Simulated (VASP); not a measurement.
```
BeTe
1.0
    0.00000     2.79233     2.79233
    2.79233     0.00000     2.79233
    2.79233     2.79233     0.00000
Be Te
1 1
Direct
  0.00000   0.00000   0.00000
  0.25000   0.25000   0.25000
```

The numbers are results of SCAN meta-GGA, VASP's PBE PAW potentials (set 64) (plane waves; VASP 6.6.1), not measurements. Numerical set-up: 520 eV cut-off, 8×8×8 Γ-centred mesh, Gaussian smearing of 0.050 eV, potentials Be Te.

Problem. The job: BeTe (zinc blende), 2 atoms, SCAN, static run, 520 eV, 8×8×8 Γ-centred mesh. Roughly how much core time does it take on a busy server core?

Solution. About 40 core-seconds (one run on a shared machine, a rough figure). It had 29 irreducible k-points, 8 bands, up to 1211 plane waves and 21 electronic steps.

The compound is BeTe in the zinc blende structure. This cell is one point of a volume scan, at 0.97 of the reference volume.
